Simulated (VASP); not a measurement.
Write the native input for VASP 6.6.1 that does the following.

```yaml
Task: relaxation of cell and atoms
Functional: PBE
Potentials_or_basis: VASP PAW PBE potentials, release 64 (Ti_sv, Bi_d, O)
Cutoff: 520 eV
k_mesh: 3 × 3 × 3
Occupations: gaussian, width 0.15 eV
Spin: no spin polarisation
Further_INCAR_settings: PREC = Normal; ALGO = Fast; EDIFF = 0.0001; IBRION = 2; EDIFFG = -0.08; NSW = 24; ISIF = 3
```

The structure of Ti3BiO3 lies in POSCAR:

```
Ti3BiO3
1.0
    3.4303027200     -3.5290696200      0.0000000000
    3.4303027200      3.5290696200      0.0000000000
    0.0000000000      0.0000000000      4.3457377500
Ti Bi O
3 1 3
Direct
    0.2889048200      0.2889048200      0.0000000000
    0.7110951800      0.7110951800      0.0000000000
    0.0000000000      0.0000000000      0.0000000000
    0.0000000000      0.0000000000      0.5000000000
    0.5744890000      0.4255110000      0.5000000000
    0.4255110000      0.5744890000      0.5000000000
    0.5000000000      0.5000000000      0.0000000000
```

The cell was built by a generator and needn't be a form met in nature.

The input as run:

INCAR

```
SYSTEM = Ti3BiO3
PREC = Normal ; ENCUT = 520
EDIFF = 1E-4 ; ISMEAR = 0
SIGMA = 0.15 ; LREAL = .False.
LASPH = .True. ; NELM = 60
ALGO = Fast ; ISIF = 3
LWAVE = .False. ; LCHARG = .False.
GGA = PE ; IBRION = 2
NSW = 24 ; EDIFFG = -0.08
```

KPOINTS

```
Automatic mesh
0
Gamma
  3 3 3
  0 0 0
```

Potentials or basis: VASP PAW PBE potentials, release 64 (Ti_sv, Bi_d, O).

The run is started by

```console
$ cat potpaw_PBE.64/Ti_sv/POTCAR potpaw_PBE.64/Bi_d/POTCAR potpaw_PBE.64/O/POTCAR > POTCAR
$ mpirun -np 1 vasp_std > vasp.out
```

It gave:

- Relaxed volume: 18.91 Å³/atom
- Relaxed cell: a = 5.142 Å, b = 5.142 Å, c = 5.338 Å, α = 90.00°, β = 90.00°, γ = 69.68°
- Space group after relaxing (to 0.05 Å): Cmmm (No. 65)
- Energy gained by relaxing: 2169.9 meV/atom
- Ionic steps: 19
- Pressure after relaxing: -0.1 GPa
- Largest force after relaxing: 0.026 eV/Å
- Band gap on the k mesh: none (metal or under the smearing width)

Caveat: the k mesh is coarse (spacing up to 0.48 Å⁻¹), so the values aren't converged; the standard files for N, O and F lose accuracy on very short bonds; the volume moved by over 15 % at a fixed basis, so the end points are rough; spin-orbit coupling is left out, which moves the levels of the heavy elements; an odd number of electrons without spin polarisation forces a metal; a magnetic or distorted state may lie lower; semilocal functionals often make such compounds metallic where correlation or magnetic order opens a gap, which also shifts bond lengths; the relaxation stopped at a loose force limit of 0.08 eV/Å, so its end isn't a converged minimum.

Run time: 12 min on 1 thread of Intel(R) Xeon(R) Platinum 8488C (Sapphire Rapids), with other jobs on the host, peak memory 0.18 GiB.
